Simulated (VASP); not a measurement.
Computed with PBE GGA, VASP's PBE PAW potentials (set 64) (plane waves; VASP).

The input files of a VASP run:

### KPOINTS
```
Automatic
0
Gamma
 6 6 7
0 0 0
```

**INCAR**
```
# general
SYSTEM =Al2Au
PREC   =Accurate
ENCUT  =300   # plane-wave cut-off (eV)
LREAL  =.False.
LASPH  =.True.

# electronic loop
EDIFF  =1E-6
NELM   =100   # most electronic steps
ALGO   =Normal
LMAXMIX=6

# smearing
ISMEAR =-1   # Fermi-Dirac
SIGMA  =0.1   # width (eV)

# functional
GGA    =PE   # PBE

# ions
ISIF   =2   # forces and stress, cell fixed

# output
LWAVE  =.False.
LCHARG =.False.
```

**POSCAR**
```
Al2Au
4.6302230
 -0.3537641708   0.3537641708   0.8658531133
  0.3537641708  -0.3537641708   0.8658531133
  0.3537641708   0.3537641708  -0.8658531133
Au Al
1 2
direct
  0.0021070000  -0.0024180000   0.0138460000
  0.3232570000   0.3328950000  -0.0181670000
  0.6746360000   0.6695230000   0.0043200000
```

POTCAR, in this order: Au Al (PBE.64 set). Program: vasp_std.

Output

OUTCAR:
```
 ion  position               nearest neighbor table
   1  0.002  0.998  0.014-   2 2.57   3 2.59   2 2.60   2 2.66   2 2.70   3 2.70   3 2.72   3 2.72
                             3 2.74   2 2.76
   2  0.323  0.333  0.982-   1 2.57   1 2.60   3 2.63   3 2.65   1 2.66   3 2.67   1 2.70   3 2.71
                             3 2.72   1 2.76
   3  0.675  0.670  0.004-   1 2.59   2 2.63   2 2.65   2 2.67   1 2.70   2 2.71   1 2.72   1 2.72
                             2 2.72   1 2.74
  LATTYP: Found a body centered tetragonal cell.
 ALAT       =     3.2760140000
 C/A-ratio  =     2.4475432645
 Subroutine PRICEL returns:
 Original cell was already a primitive cell.
 Subroutine GETGRP returns: Found  1 space group operations
The static configuration has the point symmetry C_1 .
The dynamic configuration has the point symmetry C_1 .
 Subroutine INISYM returns: Found  1 space group operations
 Subroutine IBZKPT returns following result:
 Found    128 irreducible k-points:

 Following reciprocal coordinates:
            Coordinates               Weight
  0.000000  0.000000  0.000000      1.000000
  0.166667 -0.000000 -0.000000      2.000000
  0.333333 -0.000000  0.000000      2.000000
  0.500000 -0.000000  0.000000      1.000000
 -0.000000  0.166667 -0.000000      2.000000
  0.166667  0.166667  0.000000      2.000000
  0.333333  0.166667  0.000000      2.000000
  0.500000  0.166667  0.000000      2.000000
 -0.333333  0.166667 -0.000000      2.000000
 -0.166667  0.166667  0.000000      2.000000
 -0.000000  0.333333  0.000000      2.000000
  0.166667  0.333333  0.000000      2.000000
  0.333333  0.333333  0.000000      2.000000
  0.500000  0.333333  0.000000      2.000000
 -0.333333  0.333333  0.000000      2.000000
 -0.166667  0.333333  0.000000      2.000000
 -0.000000  0.500000  0.000000      1.000000
  0.166667  0.500000  0.000000      2.000000
  0.333333  0.500000  0.000000      2.000000
...
```

File OSZICAR:
```
       N       E                     dE             d eps       ncg     rms          rms(c)
DAV:   1     0.358230837440E+02    0.35823E+02   -0.52487E+03  3472   0.743E+02
DAV:   2    -0.109377546413E+02   -0.46761E+02   -0.43418E+02  3600   0.161E+02
DAV:   3    -0.120675045218E+02   -0.11297E+01   -0.10975E+01  3776   0.226E+01
DAV:   4    -0.120740082523E+02   -0.65037E-02   -0.65004E-02  3336   0.203E+00
DAV:   5    -0.120740695136E+02   -0.61261E-04   -0.61259E-04  3816   0.192E-01    0.124E+01
DAV:   6    -0.106292487383E+02    0.14448E+01   -0.81658E+00  3292   0.323E+01    0.866E+00
DAV:   7    -0.105369883249E+02    0.92260E-01   -0.39940E-01  3176   0.774E+00    0.423E+00
DAV:   8    -0.105071490091E+02    0.29839E-01   -0.24148E-02  3620   0.111E+00    0.643E-01
DAV:   9    -0.105047980020E+02    0.23510E-02   -0.55203E-03  3520   0.918E-01    0.135E-01
DAV:  10    -0.105048133772E+02   -0.15375E-04   -0.20989E-04  3440   0.137E-01    0.635E-02
DAV:  11    -0.105048085908E+02    0.47865E-05   -0.68956E-06  3584   0.226E-02    0.882E-03
DAV:  12    -0.105048087278E+02   -0.13707E-06   -0.84742E-07  1816   0.721E-03
   1 F= -.10504809E+02 E0= -.10476263E+02  d E =-.570911E-01
```

### OUTCAR
```
------------------------ aborting loop because EDIFF is reached ----------------------------------------
  FORCE on cell =-STRESS in cart. coord.  units (eV):
  Direction    XX          YY          ZZ          XY          YZ          ZX
  --------------------------------------------------------------------------------------
  Total        7.5636824      7.4807586      5.3518925     -0.0979597      0.0017401      0.0178795
  in kB      281.6477186    278.5598976    199.2876261     -3.6477125      0.0647967      0.6657780
  external PRESSURE =     253.1650808 kB  Pullay stress =       0.0000000 kB
  volume of cell :       43.03
      direct lattice vectors                 reciprocal lattice vectors
    -1.638007000  1.638007000  4.009093000     0.000000000  0.305249001  0.124716488
     1.638007000 -1.638007000  4.009093000     0.305249001  0.000000000  0.124716488
     1.638007000  1.638007000 -4.009093000     0.305249001  0.305249001  0.000000000
 POSITION                                       TOTAL-FORCE (eV/Angst)
 -----------------------------------------------------------------------------------
      1.65327     -1.60792      3.95234        -0.143454     -0.300028      0.723020
      1.62404      1.59246     -1.30569         0.160235      0.499695     -0.225895
     -0.00130      0.01545      5.37154        -0.016780     -0.199667     -0.497125
 -----------------------------------------------------------------------------------
    total drift:                               -0.000137     -0.000378      0.000560
  FREE ENERGIE OF THE ION-ELECTRON SYSTEM (eV)
  ---------------------------------------------------
  free  energy   TOTEN  =       -10.5048087278 eV

  energy  without entropy=      -10.4477176320  energy(sigma->0) =      -10.47626318
```
(Selected blocks of OUTCAR.)

At this cut-off the stress carries a Pulay error, which pulls relaxed volumes low.

The structure was generated: Al2Au was put into an ordered model structure, which need not be its known phase. The cell was not relaxed at this level, atoms are displaced from their ideal sites. The k-mesh is coarse (spacing up to 0.39 per Å, 2π included), so the numbers may not be converged in it. The electron count is odd and the run is not spin-polarised, which forces a metal.
